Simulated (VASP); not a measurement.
Consider the following.

```
Au
1.0
    0.00000     2.03641     2.03641
    2.03641     0.00000     2.03641
    2.03641     2.03641     0.00000
Au
1
Direct
  0.00000   0.00000   0.00000
```

Computed with MS2 meta-GGA, VASP's PBE PAW potentials (set 64) (plane waves; VASP). Numerical set-up: 520 eV cut-off, 15×15×15 Γ-centred mesh, first-order Methfessel-Paxton smearing of 0.10 eV, potentials Au.

Give the energy at these volumes per atom, relative to the lowest: 15.89, 16.39, 16.90, 17.41, 17.91 Å³.

38.1, 8.7, 0.0, 8.1, 29.9 meV/atom. A third-order Birch-Murnaghan fit gives B0 = 177 GPa and B0′ = 6.0.

Measured: bulk modulus 182 GPa at 0 K (computed value off by -2.6 %), as given by Daniel Mejia-Rodriguez et al., Physical Review B (2018), arXiv:1807.09216 [0 K value with the zero-point phonon effect removed]; a 4.062 Å at 0 K (computed value off by +0.3 %), as given by Daniel Mejia-Rodriguez et al., Physical Review B (2018), arXiv:1807.09216 [static lattice: zero-point anharmonic expansion removed].

The compound is Au in the fcc structure. It was relaxed first.
